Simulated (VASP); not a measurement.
Consider the following.

```
CELL_PARAMETERS angstrom
     -1.88810     1.88810     3.11671
      1.88810    -1.88810     3.11671
      1.88810     1.88810    -3.11671
ATOMIC_POSITIONS crystal
  Sr 0.00000 0.00000 0.00000
  N  0.60020 0.60020 0.00000
  N  0.39980 0.39980 0.00000
```

Calculation: PBEsol GGA, VASP's PBE PAW potentials (set 64) (plane waves; VASP). Run with 520 eV cut-off, Gaussian smearing of 0.050 eV, potentials Sr_sv N.

Give the energies of bands 7 to 13 at the high-symmetry points, in eV from the Fermi level.

```csv
band,Γ,X,P,N,M,S,R
7,-7.58,-6.67,-6.54,-7.45,-6.39,-7.21,-7.00
8,-6.17,-6.51,-6.54,-7.00,-6.39,-6.83,-6.65
9,-6.17,-6.22,-5.66,-5.70,-5.90,-6.12,-6.22
10,-1.06,-2.76,-1.01,-0.06,0.47,0.36,-1.50
11,-1.06,1.01,-1.01,0.59,1.31,0.95,1.11
12,2.07,5.16,5.33,3.57,1.31,2.44,4.09
13,2.44,6.74,6.21,4.78,3.93,5.02,5.72
```

It has no gap at this level: it comes out as a metal or semimetal.

The structure comes from a computed database's SrN2 entry (I4/mmm); how it stands against other phases isn't given here. It was relaxed first.
